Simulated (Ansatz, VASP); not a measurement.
One calculation of Mg6FeBi, two programs

```xyz
8
Lattice="0.0000 3.1647 -5.4649 0.0000 3.1647 5.4649 5.0050 0.0000 0.0000" Properties=species:S:1:pos:R:3 pbc="T T T"
Mg    2.5025    3.1647   -3.6236
Mg    2.5025    4.8245   -0.9549
Mg    2.5025    1.5050   -0.9549
Mg    0.0000    3.1647   -1.8148
Bi    2.5025    3.1647    1.8665
Fe    0.0000    3.1647    3.7972
Mg    0.0000    4.8315    0.8422
Mg    0.0000    1.4979    0.8422
```

The cell comes from a database or a generator and needn't be the stable form of this composition.

Alike in both runs: task single point; functional BLYP; k mesh 5 × 5 × 6; occupations gaussian, width 0.01 eV; collinear spin, zero start.

```csv
,VASP,Ansatz
version,VASP 6.6.1,Ansatz 0.2.0
potentials or method,"VASP PAW PBE potentials, release 64 (Mg_sv_GW, Bi_d_GW, Fe_sv_GW)",Ansatz PAW
plane-wave cutoff (eV),600,420
valence electrons in the cell,93,91
```

```csv
,VASP,Ansatz,Ansatz less VASP
gap on the k mesh at the Fermi level (eV),none,none,-
pressure (GPa),-0.9,1.4,+2.30
largest component of the traceless stress (GPa),0.53,1.01,+0.478
rms of the force components (eV/Å),0.113,0.093,-0.0201
net moment per atom (μB),0.00,0.31,+0.305
size of the moment on the site where the two differ most (μB),0.07,2.63,+2.557
```

The net moments differ so much that the two runs ended in different magnetic states, which moves the other rows too. Site moments also hang on the region over which each program counts them. Atom by atom the forces differ by 0.078 eV/Å (rms over components). A gap of «none» marks a metal or a gap that the smearing closes. The two sets of potentials don't hold the same shells in valence.

Caveats: spin-orbit coupling is left out, which moves the levels of the heavy elements; the PAW data sets were made with another functional, which shifts forces and pressure a little (VASP); the PAW data sets come from PBE, with cores solved anew for the run's functional, which leaves a small shift of forces and pressure (Ansatz).
